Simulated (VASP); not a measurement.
SiB2:

```
Si B
1.0
     0.00000    2.37509    2.37509
     2.37509    0.00000    2.37509
     2.37509    2.37509    0.00000
Si B
1 2
Direct
  0.00000 0.00000 0.00000
  0.25000 0.25000 0.25000
  0.75000 0.75000 0.75000
```

The cell was built by a generator and needn't be a form met in nature.

* Program: VASP 6.6.1
* Task: relaxation of cell and atoms
* Functional: PBE
* Potentials or basis: VASP PAW PBE potentials, release 64 (Si, B)
* Cutoff: 520 eV
* k mesh: 7 × 7 × 7
* Occupations: gaussian, width 0.15 eV
* Spin: no spin polarisation

At the start: pressure 15.1 GPa; volume 8.93 Å³/atom.

Q: Where does the relaxation end?

A: Over 3 steps the energy falls by 32.0 meV/atom and the volume is 9.66 Å³/atom (+8.2 %); space group Fm-3m (No. 225, to 0.05 Å).

Step by step:
| step | energy change (eV) | largest force (eV/Å) | pressure (GPa) | volume (Å³) |
| --- | --- | --- | --- | --- |
| 1 | 0.0000 | 0.0000 | 15.14 | 26.80 |
| 2 | -0.0727 | 0.0000 | -5.86 | 30.20 |
| 3 | -0.0960 | 0.0000 | 0.00 | 28.99 |

Final structure:
```
Si B
1.0
     0.00000    2.43814    2.43814
     2.43814    0.00000    2.43814
     2.43814    2.43814    0.00000
Si B
1 2
Direct
  0.00000 0.00000 0.00000
  0.25000 0.25000 0.25000
  0.75000 0.75000 0.75000
```
